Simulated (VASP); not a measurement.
An input for Ansatz (written as the equivalent of a VASP run, and not itself run):

Ansatz 0.2 input:
```yaml
crystal:
  lattice:
    - [1.4881500, -2.5775514, 0.0000000]
    - [1.4881500, 2.5775514, 0.0000000]
    - [0.0000000, 0.0000000, 4.6823885]
  atoms:
    - { symbol: Al, position: [0.6666670, 0.3333330, 0.4974279] }
    - { symbol: Al, position: [0.3333330, 0.6666670, 0.9974279] }
    - { symbol: N, position: [0.6666670, 0.3333330, 0.8845721] }
    - { symbol: N, position: [0.3333330, 0.6666670, 0.3845721] }
kpoints:
  mp_grid: { grid: [9, 9, 5] }
hamiltonian:
  xc: pbe
  pseudopotentials: { kind: paw }
scf:
  occupations: { method: gaussian, width: 0.05 }
  max_iter: 100
relax:
  max_steps: 40
  f_tol: 0.02
  cell: { p_target: 45 }
output: { forces: true, stress: true, eigenvalues: true }
```

Problem. Write the VASP files for the same calculation (PBE).

Solution. One answer among several that fit: 
**KPOINTS**
```
kpoints
0
Gamma
  9 9 5
0 0 0
```

POSCAR:
```
AlN
1
    1.4881500325    -2.5775514420     0.0000000000
    1.4881500325     2.5775514420     0.0000000000
    0.0000000000    -0.0000000000     4.6823885458
Al N
2 2
Direct
  0.6666670000   0.3333330000   0.4974278992
  0.3333330000   0.6666670000   0.9974278992
  0.6666670000   0.3333330000   0.8845721008
  0.3333330000   0.6666670000   0.3845721008
```

### INCAR
```
ALGO  =  Normal
EDIFF  =  1E-6
EDIFFG  =  -0.02
ENCUT  =  620
GGA  =  PE
IBRION  =  2
ISIF  =  3
ISMEAR  =  0
LASPH  =  .True.
LCHARG  =  .False.
LREAL  =  .False.
LWAVE  =  .False.
NELM  =  100
NSW  =  40
PREC  =  Accurate
PSTRESS  =  450
SIGMA  =  0.05
SYSTEM  =  AlN
```

POTCAR, in this order: Al N (PBE.64 set). Program: vasp_std.

Limits of the translation: each code has its own PAW files, so the cut-off isn't converted (ENCUT is set for VASP's; basis.ecutwfc is left out, and Ansatz then takes the one that its files recommend); Ansatz stops its SCF on the density residual and VASP on the energy change (EDIFF).

The compound is AlN in the wurtzite structure. It was relaxed first under an external pressure of 45 GPa.
